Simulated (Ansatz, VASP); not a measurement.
# CsHgH3: VASP beside Ansatz

```xyz
5
Lattice="4.3186 0.0000 0.0000 0.0000 4.3186 0.0000 0.0000 0.0000 4.3186" Properties=species:S:1:pos:R:3 pbc="T T T"
Cs    0.0000    0.0000    0.0000
Hg    2.1593    2.1593    2.1593
H     0.0000    2.1593    2.1593
H     2.1593    2.1593    0.0000
H     2.1593    0.0000    2.1593
```

Alike in both runs: functional PBE; k mesh 4 × 4 × 4; occupations gaussian, width 0.1 eV; no spin polarisation.

Ansatz relaxed the structure, and its values are those at the end. VASP's run is a single point on that final structure, the one shown.

```csv
,VASP,Ansatz
version,VASP 6.6.1,Ansatz 0.2.0
potentials or method,"VASP PAW PBE potentials, release 64 (Cs_sv, Hg, H)","scalar-relativistic, plane waves, PAW"
plane-wave cutoff (eV),520,420
valence electrons in the cell,24,32
```

|  | VASP | Ansatz | Ansatz less VASP |
| --- | --- | --- | --- |
| gap on the k mesh at the Fermi level (eV) | none | none | - |
| pressure (GPa) | 0.0 | -0.1 | -0.12 |

A gap of «none» marks a metal or a gap that the smearing closes. The two sets of potentials don't hold the same shells in valence.

Caveats: the k mesh is coarse (spacing up to 0.36 Å⁻¹), so the values aren't converged. Spin-orbit coupling is left out, which matters for the levels of Cs, Hg.
